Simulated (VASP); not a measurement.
Input:

```
CELL_PARAMETERS angstrom
      0.00000     2.39857     2.39857
      2.39857     0.00000     2.39857
      2.39857     2.39857     0.00000
ATOMIC_POSITIONS crystal
  Ca 0.00000 0.00000 0.00000
  O  0.50000 0.50000 0.50000
```

Computed with optB86b-vdW, VASP's PBE PAW potentials (set 64) (plane waves; VASP). Settings: 520 eV cut-off, 11×11×11 Γ-centred mesh, tetrahedra with Blöchl corrections, potentials Ca_sv O.

Q: Estimate the energy per atom (σ→0).

A: 
| Property | Value |
|---|---|
| energy per atom (σ→0) | -4.582 eV/atom |

The absolute energy has meaning only against runs of the same code, potentials and settings.

The compound is CaO in the rock salt structure. It was relaxed first.
